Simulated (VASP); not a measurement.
# OMgFH in VASP: reference runs

Aim: a first look at OMgFH with PBE, on the cell as given.

Everything below comes from runs of VASP 6.6.1. Logs are shortened: lines on timing, memory, paths and dates and some standing lists are left out, and cuts for length are marked.

## (1) Starting point

The cell holds a molecule in a box, 4 atoms: a = 10.000 Å, b = 14.000 Å, c = 10.000 Å, α = 90.00°, β = 90.00°, γ = 90.00°.

## (2) Single point, PBE

The input, INCAR:

```
  ALGO = Normal
  EDIFF = 1E-7
  ENCUT = 520
  GGA = PE
  ISIF = 2
  ISMEAR = 0
  LASPH = T
  LCHARG = F
  LREAL = F
  LWAVE = F
  NBANDS = 16
  NELM = 100
  PREC = Accurate
  SIGMA = 0.01
```

The input, KPOINTS:

```
k-points
0
Gamma
  1 1 1
```

The input, POSCAR:

```
MgHOF
1.0
   10.0000000000      0.0000000000      0.0000000000
    0.0000000000     14.0000000000      0.0000000000
    0.0000000000      0.0000000000     10.0000000000
O Mg F H
1 1 1 1
Direct
    0.4938100000      0.5919250000      0.4760900000
    0.4931000000      0.4685821400      0.5066000000
    0.4879200000      0.3451607100      0.5343700000
    0.5146800000      0.6578392900      0.4724300000
```

Potentials or basis: VASP PAW PBE potentials, release 64 (O, Mg, F, H).

The run is started by

```console
$ cat potpaw_PBE.64/O/POTCAR potpaw_PBE.64/Mg/POTCAR potpaw_PBE.64/F/POTCAR potpaw_PBE.64/H/POTCAR > POTCAR
$ mpirun -np 1 vasp_gam > vasp.out
```

OUTCAR:

```text
EDIFF = 1E-7
   ENCUT = 520
   GGA = PE
   ISIF = 2
   ISMEAR = 0
   LASPH = T
   LREAL = F
   NELM = 100
   PREC = Accurate

 ion  position               nearest neighbor table
   1  0.494  0.592  0.476-   4 0.95   2 1.75
   2  0.493  0.469  0.507-   3 1.75   1 1.75
   3  0.488  0.345  0.534-   2 1.75
   4  0.515  0.658  0.472-   1 0.95

  LATTYP: Found a simple tetragonal cell.
 ALAT       =    10.0000000000
 C/A-ratio  =     1.4000000000

  Lattice vectors:

 A1 = ( -10.0000000000,   0.0000000000,   0.0000000000)
 A2 = (   0.0000000000,   0.0000000000,  10.0000000000)
 A3 = (   0.0000000000,  14.0000000000,   0.0000000000)

Analysis of symmetry for initial positions (statically):
=====================================================================
 Subroutine PRICEL returns:
 Original cell was already a primitive cell.

 Routine SETGRP: Setting up the symmetry group for a
 simple tetragonal supercell.

 Subroutine GETGRP returns: Found  1 space group operations
 (whereof  1 operations were pure point group operations)
 out of a pool of 16 trial point group operations.

The static configuration has the point symmetry C_1 .

Analysis of symmetry for dynamics (positions and initial velocities):
=====================================================================
 Subroutine PRICEL returns:
 Original cell was already a primitive cell.

 Routine SETGRP: Setting up the symmetry group for a
 simple tetragonal supercell.

 Subroutine GETGRP returns: Found  1 space group operations
 (whereof  1 operations were pure point group operations)
 out of a pool of 16 trial point group operations.

The dynamic configuration has the point symmetry C_1 .

 Subroutine INISYM returns: Found  1 space group operations
 (whereof  1 operations are pure point group operations),
 and found     1 'primitive' translations

----------------------------------------------------------------------------------------

                                     Primitive cell

  volume of cell :    1400.0000

  direct lattice vectors                    reciprocal lattice vectors
    10.000000000  0.000000000  0.000000000     0.100000000  0.000000000  0.000000000
     0.000000000 14.000000000  0.000000000     0.000000000  0.071428571  0.000000000
     0.000000000  0.000000000 10.000000000     0.000000000  0.000000000  0.100000000

  length of vectors
    10.000000000 14.000000000 10.000000000     0.100000000  0.071428571  0.100000000

  position of ions in fractional coordinates (direct lattice)
     0.493810000  0.591925000  0.476090000
     0.493100000  0.468582140  0.506600000
     0.487920000  0.345160710  0.534370000
     0.514680000  0.657839290  0.472430000

  ion indices of the primitive-cell ions
   primitive index   ion index
                 1           1
                 2           2
                 3           3
                 4           4

----------------------------------------------------------------------------------------

 KPOINTS: k-points

Automatic generation of k-mesh.
 Grid dimensions read from file:
 generate k-points for:    1    1    1

 Generating k-lattice:

  Cartesian coordinates                     Fractional coordinates (reciprocal lattice)
     0.100000000  0.000000000  0.000000000     1.000000000  0.000000000  0.000000000
     0.000000000  0.071428571  0.000000000     0.000000000  1.000000000  0.000000000
     0.000000000  0.000000000  0.100000000     0.000000000  0.000000000  1.000000000

  Length of vectors
     0.100000000  0.071428571  0.100000000

  Shift w.r.t. Gamma in fractional coordinates (k-lattice)
     0.000000000  0.000000000  0.000000000

 Subroutine IBZKPT returns following result:
 ===========================================

 Found      1 irreducible k-points:

 Following reciprocal coordinates:
            Coordinates               Weight
  0.000000  0.000000  0.000000      1.000000
   k-points           NKPTS =      1   k-points in BZ     NKDIM =      1   number of bands    NBANDS=     16
   number of dos      NEDOS =    301   number of ions     NIONS =      4
   total plane-waves  NPLWV = 691200
   dimension x,y,z NGX =    80 NGY =  108 NGZ =   80
   dimension x,y,z NGXF=   160 NGYF=  216 NGZF=  160
   ions per type =               1   1   1   1
   NGX,Y,Z   is equivalent  to a cutoff of  13.30, 12.82, 13.30 a.u.
   NGXF,Y,Z  is equivalent  to a cutoff of  26.60, 25.65, 26.60 a.u.
 SYSTEM =  unknown system
   PREC   = accura    normal or accurate (medium, high low for compatibility)
   ISTART =      0    job   : 0-new  1-cont  2-samecut
   ICHARG =      2    charge: 1-file 2-atom 10-const
   ISPIN  =      1    spin polarized calculation?
   LNONCOLLINEAR =      F non collinear calculations
   LSORBIT =      F    spin-orbit coupling
   LASPH  =      T    aspherical Exc in radial PAW
   ENCUT  =  520.0 eV  38.22 Ry    6.18 a.u.  18.59 26.03 18.59*2*pi/ulx,y,z
   NELM   =    100;   NELMIN=  2; NELMDL= -5     # of ELM steps
   EDIFF  = 0.1E-06   stopping-criterion for ELM
   LREAL  =      F    real-space projection
   EDIFFG = 0.1E-05   stopping-criterion for IOM
   NSW    =      0    number of steps for IOM
   IBRION =     -1    ionic relax: 0-MD 1-quasi-New 2-CG
   NFREE  =      0    steps in history (QN), initial steepest desc. (CG)
   ISIF   =      2    stress and relaxation
   ISYM   =      2    0-nonsym 1-usesym 2-fastsym
   POTIM  = 0.5000    time-step for ionic-motion
   TEBEG  =    0.0;   TEEND  =   0.0 temperature during run
   PSTRESS=    0.0 pullay stress
   NELECT =      16.0000    total number of electrons
   NUPDOWN=      -1.0000    fix difference up-down
   EMIN   =  10.00;   EMAX   =-10.00  energy-range for DOS
   EFERMI =   0.00;   METHOD = LEGACY
   ISMEAR =     0;   SIGMA  =   0.01  broadening in eV -4-tet -1-fermi 0-gaus
   EFERMI_NEDOS =   21; number of points for ismear=-14 and -15
   IALGO  =     38    algorithm
   IMIX   =      4    mixing-type and parameters
     AMIX     =   0.40;   BMIX     =  1.00
     AMIX_MAG =   1.60;   BMIX_MAG =  1.00
  volume/ion in A,a.u.               =     350.00      2361.92
  Fermi-wavevector in a.u.,A,eV,Ry     =   0.368756  0.696847  1.850131  0.135981
  Thomas-Fermi vector in A             =   1.294861
   LORBIT       =      0    0 simple, 1 ext, 2 COOP (PROOUT), +10 PAW based schemes
   GGA     = PE    functional components
   LHFCALC =     F    Hartree Fock is set to
   AEXX    =    0.0000 exact exchange contribution
   IVDW    =     0    specifies the selected vdW correction
   LEPSILON=     F    determine dielectric tensor
   LRPA    =     F    only Hartree local field effects (RPA)
 non-spin polarized calculation
 Gauss-broadening in eV      SIGMA  =   0.01
  energy-cutoff  :      520.00
  volume of cell :     1400.00
 maximum number of plane-waves:     18825
 NGX is ok and might be reduce to    80
   NGX = 37   NGY = 53   NGZ = 37

 number of electron      15.9999995 magnetization

 Free energy of the ion-electron system (eV)
  ---------------------------------------------------
  ext. energy  EPLUGINS =         0.00000000
  ---------------------------------------------------
  free energy    TOTEN  =       -17.80273388 eV

  energy without entropy =      -17.80273388  energy(sigma->0) =      -17.80273388

 E-fermi :  -6.4453     XC(G=0):  -0.7362

 val. band max:       -6.4995741640   @ k =   0.0000   0.0000   0.0000
 cond. band min:      -2.0288126746   @ k =   0.0000   0.0000   0.0000
 fundamental gap:      4.4707614893
 Fermi energy:        -6.4452897823

 k-point     1 :       0.0000    0.0000    0.0000
  band No.  band energies     occupation
      1     -26.5852      2.00000
      2     -22.9274      2.00000
      3     -11.1856      2.00000
      4      -8.5179      2.00000
      5      -7.9040      2.00000
      6      -7.9036      2.00000
[... 8 lines left out ...]
     15       1.0725      0.00000
     16       1.4583      0.00000

------------------------ aborting loop because EDIFF is reached ----------------------------------------

  FORCE on cell =-STRESS in cart. coord.  units (eV):
  Direction    XX          YY          ZZ          XY          YZ          ZX
  --------------------------------------------------------------------------------------
  -------------------------------------------------------------------------------------
  Total       -0.0388853      1.4737427     -0.0424914      0.1460610     -0.1977195     -0.0066348
  in kB       -0.0445008      1.6865694     -0.0486277      0.1671540     -0.2262727     -0.0075930
  external PRESSURE =       0.5311470 kB  Pullay stress =       0.0000000 kB

 VOLUME and BASIS-vectors are now :
 -----------------------------------------------------------------------------
  energy-cutoff  :      520.00
  volume of cell :     1400.00
      direct lattice vectors                 reciprocal lattice vectors
    10.000000000  0.000000000  0.000000000     0.100000000  0.000000000  0.000000000
     0.000000000 14.000000000  0.000000000     0.000000000  0.071428571  0.000000000
     0.000000000  0.000000000 10.000000000     0.000000000  0.000000000  0.100000000

 POSITION                                       TOTAL-FORCE (eV/Angst)
 -----------------------------------------------------------------------------------
      4.93810      8.28695      4.76090        -0.155368     -0.349903     -0.036725
      4.93100      6.56015      5.06600         0.025092      0.050781      0.003528
      4.87920      4.83225      5.34370        -0.015205     -0.314763      0.050549
      5.14680      9.20975      4.72430         0.145481      0.613885     -0.017353
 -----------------------------------------------------------------------------------
    total drift:                                0.000202     -0.000034      0.000139

  FREE ENERGIE OF THE ION-ELECTRON SYSTEM (eV)
  ---------------------------------------------------
  free  energy   TOTEN  =       -17.8027338750 eV

  energy  without entropy=      -17.8027338750  energy(sigma->0) =      -17.80273388
```

Wall time 1.9 min (1 thread of AMD EPYC 7R43 (Zen 3), shared host); peak memory 1.2 GiB.

Results:

| Property | Result |
| --- | --- |
| Free energy | -17.8027 eV |
| Largest force | 0.631 eV/Å |
| Gap between the frontier levels | 4.47 eV |

Forces on the atoms (eV/Å):
```
O   -0.155 -0.350 -0.037
Mg   0.025  0.051  0.004
F   -0.015 -0.315  0.051
H    0.145  0.614 -0.017
```

Levels at points of the mesh, in eV from the valence-band top:
```tsv
k point	band 5	band 6	band 7	band 8	band 9	band 10	band 11	band 12
(0.00, 0.00, 0.00)	-1.40	-1.40	-0.03	0.00	4.47	6.51	6.62	6.63
```

As with any semilocal functional, this PBE gap is likely too small.
